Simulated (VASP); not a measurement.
Data:

```xyz
1
Lattice="3.2950 0.0000 0.0000 0.0000 3.2950 0.0000 0.0000 0.0000 3.2950" Properties=species:S:1:pos:R:3 pbc="T T T"
Tb     0.0000     0.0000     0.0000
```

The numbers are results of PBEsol GGA, VASP's PBE PAW potentials (set 64) (plane waves; VASP 6.6.1), not measurements. Settings: 400 eV cut-off, 10×10×10 Γ-centred mesh, first-order Methfessel-Paxton smearing of 0.10 eV, potentials Tb_3.

The 4f electrons are frozen in the core of the lanthanide potential, so 4f levels, which can set the real gap, and their magnetism are missing. Energy and stress use the plane-wave basis of the starting cell.

Q: The ions, cell shape and volume are relaxed. Predict the relaxed structure.

A: 
```xyz
1
Lattice="3.1722 0.0000 0.0000 0.0000 3.1722 0.0000 0.0000 0.0000 3.1722" Properties=species:S:1:pos:R:3 pbc="T T T"
Tb     0.0000     0.0000     0.0000
```
Space group Pm-3m (221), at a tolerance of 0.03 Å.

Q: How do energy and volume change from the first to the last step?

A: The energy (σ→0) changes by -36.2 meV/atom and the volume by -10.8 %, in 3 ionic steps.

```json
[
 {"step": "1", "E(σ→0) (eV)": "-4.1965", "max force (eV/Å)": "0.000", "pressure (GPa)": "-2.92", "volume (Å³)": "35.77"},
 {"step": "2", "E(σ→0) (eV)": "-4.2321", "max force (eV/Å)": "0.000", "pressure (GPa)": "-0.52", "volume (Å³)": "32.50"},
 {"step": "3", "E(σ→0) (eV)": "-4.2327", "max force (eV/Å)": "0.000", "pressure (GPa)": "-0.02", "volume (Å³)": "31.92"}
]
```

The structure was generated: Tb was put into the simple-cubic type (Pm-3m), which need not be its known phase. This run relaxes it. Symmetry was kept, so distortions that lower it aren't found.
